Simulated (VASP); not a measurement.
Computed with LDA (Ceperley-Alder, Perdew-Zunger), VASP's LDA PAW potentials (set 64) (plane waves; VASP).

VASP ran on this input.

File POSCAR:
```
MgH2
1
    4.3237128290     0.0000000000     0.0000000000
    0.0000000000     4.3237128290     0.0000000000
    0.0000000000     0.0000000000     2.9055324112
Mg H
2 4
Direct
  0.0000000000   0.0000000000   0.0000000000
  0.5000000000   0.5000000000   0.5000000000
  0.3039460035   0.3039460035   0.0000000000
  0.8039460035   0.1960539965   0.5000000000
  0.1960539965   0.8039460035   0.5000000000
  0.6960539965   0.6960539965   0.0000000000
```

**KPOINTS**
```
K-points
0
gamma
 5 5 8
0 0 0
```

INCAR:
```
ALGO=Normal
EDIFF=1E-7
EDIFFG=-0.01
ENCUT=520
IBRION=2
ISIF=4
ISMEAR=0
LASPH=.TRUE.
LCHARG=.FALSE.
LREAL=.FALSE.
LWAVE=.FALSE.
NELM=100
NSW=30
PREC=Accurate
SIGMA=0.05
SYSTEM=MgH2
```

POTCAR, in this order: Mg H (LDA.64 set). Program: vasp_std.

Output of the run:

### OSZICAR
```
       N       E                     dE             d eps       ncg     rms          rms(c)
DAV:   1     0.122344343092E+01    0.12234E+01   -0.32285E+03   480   0.767E+02
DAV:   2    -0.196578144363E+02   -0.20881E+02   -0.19965E+02   696   0.837E+01
DAV:   3    -0.202463700819E+02   -0.58856E+00   -0.58856E+00   624   0.203E+01
DAV:   4    -0.202471526373E+02   -0.78256E-03   -0.78256E-03   712   0.752E-01
DAV:   5    -0.202471548388E+02   -0.22015E-05   -0.22015E-05   616   0.280E-02    0.671E+00
DAV:   6    -0.192330760283E+02    0.10141E+01   -0.78614E-01   480   0.515E+00    0.344E+00
DAV:   7    -0.188515211108E+02    0.38155E+00   -0.10495E+00   520   0.622E+00    0.451E-01
DAV:   8    -0.188531797951E+02   -0.16587E-02   -0.10830E-02   568   0.806E-01    0.114E-01
DAV:   9    -0.188527480007E+02    0.43179E-03   -0.10079E-03   632   0.186E-01    0.121E-02
DAV:  10    -0.188527478427E+02    0.15800E-06   -0.17441E-05   656   0.346E-02    0.688E-03
DAV:  11    -0.188527476200E+02    0.22270E-06   -0.13186E-06   624   0.630E-03    0.664E-04
DAV:  12    -0.188527476072E+02    0.12798E-07   -0.32662E-08   360   0.143E-03
   1 F= -.18852748E+02 E0= -.18852748E+02  d E =-.188527E+02
       N       E                     dE             d eps       ncg     rms          rms(c)
DAV:   1    -0.188537980020E+02   -0.10504E-02   -0.64084E-03   584   0.610E-01    0.349E-02
DAV:   2    -0.188537869922E+02    0.11010E-04   -0.39121E-05   496   0.527E-02    0.213E-02
DAV:   3    -0.188537802048E+02    0.67874E-05   -0.19699E-05   584   0.245E-02    0.210E-03
DAV:   4    -0.188537801610E+02    0.43782E-07   -0.42926E-07   496   0.520E-03
   2 F= -.18853780E+02 E0= -.18853780E+02  d E =-.103255E-02
       N       E                     dE             d eps       ncg     rms          rms(c)
DAV:   1    -0.188548479525E+02   -0.10677E-02   -0.33122E-02   584   0.139E+00    0.792E-02
DAV:   2    -0.188547921646E+02    0.55788E-04   -0.20149E-04   496   0.120E-01    0.485E-02
DAV:   3    -0.188547576802E+02    0.34484E-04   -0.10024E-04   560   0.553E-02    0.474E-03
DAV:   4    -0.188547574666E+02    0.21350E-06   -0.23198E-06   504   0.120E-02    0.165E-03
DAV:   5    -0.188547574726E+02   -0.59139E-08   -0.25877E-08   384   0.138E-03
   3 F= -.18854757E+02 E0= -.18854757E+02  d E =-.200987E-02
       N       E                     dE             d eps       ncg     rms          rms(c)
DAV:   1    -0.188549380723E+02   -0.18061E-03   -0.55503E-03   480   0.713E-01    0.210E-02
DAV:   2    -0.188549337370E+02    0.43353E-05   -0.35766E-05   544   0.562E-02    0.121E-02
DAV:   3    -0.188549305677E+02    0.31693E-05   -0.70894E-06   560   0.143E-02    0.728E-04
DAV:   4    -0.188549305764E+02   -0.87177E-08   -0.10422E-07   448   0.278E-03
   4 F= -.18854931E+02 E0= -.18854931E+02  d E =-.173104E-03
       N       E                     dE             d eps       ncg     rms          rms(c)
DAV:   1    -0.188549947263E+02   -0.64159E-04   -0.50654E-03   480   0.681E-01    0.201E-02
DAV:   2    -0.188549908050E+02    0.39213E-05   -0.32745E-05   544   0.538E-02    0.116E-02
DAV:   3    -0.188549879242E+02    0.28808E-05   -0.64496E-06   560   0.137E-02    0.697E-04
DAV:   4    -0.188549879321E+02   -0.78975E-08   -0.94547E-08   424   0.266E-03
   5 F= -.18854988E+02 E0= -.18854988E+02  d E =-.230460E-03
```

**OUTCAR**
```
------------------------ aborting loop because EDIFF is reached ----------------------------------------
  FORCE on cell =-STRESS in cart. coord.  units (eV):
  Direction    XX          YY          ZZ          XY          YZ          ZX
  --------------------------------------------------------------------------------------
  Total        1.2711358      1.2711358      1.2800528     -0.0000000      0.0000000      0.0000000
  in kB       37.4941156     37.4941156     37.7571380     -0.0000000      0.0000000      0.0000000
  external PRESSURE =      37.5817897 kB  Pullay stress =       0.0000000 kB
  volume of cell :       54.32
      direct lattice vectors                 reciprocal lattice vectors
     4.303612645  0.000000000  0.000000000     0.232362920  0.000000000  0.000000000
    -0.000000000  4.303612645  0.000000000    -0.000000000  0.232362920  0.000000000
     0.000000000  0.000000000  2.932736587     0.000000000  0.000000000  0.340978458
 POSITION                                       TOTAL-FORCE (eV/Angst)
 -----------------------------------------------------------------------------------
     -0.00000      4.30361      0.00000         0.000000      0.000000     -0.000000
      2.15181      2.15181      1.46637        -0.000000      0.000000     -0.000000
      1.31072      1.31072      0.00000         0.000106      0.000106      0.000000
      3.46253      0.84109      1.46637         0.000106     -0.000106     -0.000000
      0.84109      3.46253      1.46637        -0.000106      0.000106     -0.000000
      2.99289      2.99289      0.00000        -0.000106     -0.000106     -0.000000
 -----------------------------------------------------------------------------------
    total drift:                                0.000000      0.000000     -0.000000
  FREE ENERGIE OF THE ION-ELECTRON SYSTEM (eV)
  ---------------------------------------------------
  free  energy   TOTEN  =       -18.8549879321 eV

  energy  without entropy=      -18.8549879321  energy(sigma->0) =      -18.85498793

 reached required accuracy - stopping structural energy minimisation
```
(Selected blocks of OUTCAR.)

File CONTCAR:
```
MgH2
   1.00000000000000
     4.3036126454720058    0.0000000000000000    0.0000000000000000
    -0.0000000000000000    4.3036126454720058    0.0000000000000000
     0.0000000000000000    0.0000000000000000    2.9327365874468527
  Mg              H
     2     4
Direct
     0.0000000000000000    1.0000000000000000    0.0000000000000000
     0.5000000000000000    0.5000000000000000    0.5000000000000000
     0.3045625282772123    0.3045625282772123    0.0000000000000000
     0.8045625282772122    0.1954374717227878    0.5000000000000000
     0.1954374717227878    0.8045625282772122    0.5000000000000000
     0.6954374717227878    0.6954374717227878    0.0000000000000000
```

The compound is MgH2 in the rutile structure. This cell is one point of a volume scan, at 0.94 of the reference volume. Symmetry was kept, so distortions that lower it aren't found.
